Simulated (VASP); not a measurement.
Output of a VASP run:

### OSZICAR
```
       N       E                     dE             d eps       ncg     rms          rms(c)
DAV:   1     0.302214154786E+02    0.30221E+02   -0.43825E+03   630   0.795E+02
DAV:   2    -0.975191559698E+00   -0.31197E+02   -0.30961E+02   732   0.154E+02
DAV:   3    -0.188013048910E+01   -0.90494E+00   -0.90280E+00   880   0.222E+01
DAV:   4    -0.190241241666E+01   -0.22282E-01   -0.22270E-01   958   0.317E+00
DAV:   5    -0.190278671144E+01   -0.37429E-03   -0.37410E-03   924   0.255E-01    0.124E+01
DAV:   6    -0.189734329548E+01    0.54434E-02   -0.53106E-03   779   0.102E+00    0.702E+00
DAV:   7    -0.189385274708E+01    0.34905E-02   -0.98488E-03   827   0.128E+00    0.250E-01
DAV:   8    -0.189384599328E+01    0.67538E-05   -0.13476E-03   949   0.226E-01    0.964E-02
DAV:   9    -0.189386356609E+01   -0.17573E-04   -0.22958E-05   926   0.452E-02    0.328E-02
DAV:  10    -0.189386780676E+01   -0.42407E-05   -0.62264E-06   939   0.259E-02    0.909E-03
DAV:  11    -0.189386807229E+01   -0.26554E-06   -0.23158E-07   826   0.522E-03    0.377E-03
DAV:  12    -0.189386806716E+01    0.51358E-08   -0.52642E-08   418   0.115E-03
   1 F= -.18938681E+01 E0= -.18938681E+01  d E =0.000000E+00
```

### OUTCAR
```
------------------------ aborting loop because EDIFF is reached ----------------------------------------
  FORCE on cell =-STRESS in cart. coord.  units (eV):
  Direction    XX          YY          ZZ          XY          YZ          ZX
  --------------------------------------------------------------------------------------
  Total        0.0364374      0.0364374      0.0364374      0.0000000      0.0000000     -0.0000000
  in kB        1.2079272      1.2079272      1.2079272      0.0000000      0.0000000     -0.0000000
  external PRESSURE =       1.2079272 kB  Pullay stress =       0.0000000 kB
  volume of cell :       48.33
      direct lattice vectors                 reciprocal lattice vectors
     0.000000000  2.891095136  2.891095136    -0.172944845  0.172944845  0.172944845
     2.891095136  0.000000000  2.891095136     0.172944845 -0.172944845  0.172944845
     2.891095136  2.891095136  0.000000000     0.172944845  0.172944845 -0.172944845
 POSITION                                       TOTAL-FORCE (eV/Angst)
 -----------------------------------------------------------------------------------
      0.00000      0.00000      0.00000         0.000000     -0.000000      0.000000
 -----------------------------------------------------------------------------------
    total drift:                               -0.000000     -0.000000     -0.000000
  FREE ENERGIE OF THE ION-ELECTRON SYSTEM (eV)
  ---------------------------------------------------
  free  energy   TOTEN  =        -1.8938680672 eV

  energy  without entropy=       -1.8938680672  energy(sigma->0) =       -1.89386807

 total charge

# of ion       s       p       d       tot
------------------------------------------
    1        2.076   5.693   0.168   7.937
```
(Selected blocks of OUTCAR.)

**POSCAR**
```
Sr
1
    0.0000000000     2.8910951363     2.8910951363
    2.8910951363    -0.0000000000     2.8910951363
    2.8910951363     2.8910951363     0.0000000000
Sr
1
Direct
  0.0000000000   0.0000000000   0.0000000000
```

Question: Reconstruct the remaining input files.

Answer: One answer among several that fit: the input of the run itself, LDA (Ceperley-Alder, Perdew-Zunger), plane waves, VASP's LDA PAW potentials (set 64).

KPOINTS:
```
Automatic
0
Gamma
9 9 9
```

**INCAR**
```
ALGO = Normal
EDIFF = 1E-7
ENCUT = 400
ISIF = 2
ISMEAR = -5
LASPH = .TRUE.
LCHARG = .TRUE.
LMAXMIX = 4
LORBIT = 11
LREAL = .FALSE.
LWAVE = .FALSE.
NEDOS = 601
NELM = 100
PREC = Accurate
SYSTEM = Sr
```

POTCAR, in this order: Sr_sv (LDA.64 set). Program: vasp_std.

The compound is Sr in the fcc structure. It was relaxed first, which changed the volume by -14 %.
